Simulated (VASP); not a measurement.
A run of VASP 6.6.1 is set up as follows.

INCAR

```
SYSTEM = Li4ZrO3
PREC = Accurate
ENCUT = 520
EDIFF = 1E-6
ISMEAR = 0
SIGMA = 0.1
LREAL = .False.
LASPH = .True.
NELM = 150
ALGO = Normal
ISIF = 2
LWAVE = .False.
LCHARG = .False.
METAGGA = R2SCAN
LMIXTAU = .True.
KPAR = 4
```

KPOINTS

```
Automatic mesh
0
Gamma
  12 12 4
  0 0 0
```

The input POSCAR:

```
Li4ZrO3                                 
1.0
    3.0644694026      0.0000000000      0.0000000000
   -1.5322347013      2.6539083438     -0.0000000000
    0.0000000000      0.0000000000      9.0539000766
  Li              Zr              O             
     4     1     3
Direct
     0.0000000000000000    0.0000000000000000    0.2289597510031304
     0.0000000000000000    1.0000000000000000    0.7710402489968696
     0.3333333300000021    0.6666666699999979    0.0776586623749150
     0.6666666699999979    0.3333333300000021    0.9223413376250850
     0.0000000000000000    0.0000000000000000    0.5000000000000000
     0.0000000000000000    0.0000000000000000    0.0000000000000000
     0.3333333300000021    0.6666666699999979    0.3167036917005422
     0.6666666699999979    0.3333333300000021    0.6832963082994578
```

Potentials or basis: VASP PAW PBE potentials, release 64 (Li_sv, Zr_sv, O).

Launch:

```console
$ cat potpaw_PBE.64/Li_sv/POTCAR potpaw_PBE.64/Zr_sv/POTCAR potpaw_PBE.64/O/POTCAR > POTCAR
$ mpirun -np 4 vasp_std > vasp.out
```

(1) Predict the band gap on the k mesh.

(2) Predict the largest force.

## Answers

(1) none (metal or under the smearing width).

(2) 0.071 eV/Å.

Caveat: the PAW data sets were made with another functional, which shifts forces and pressure a little.
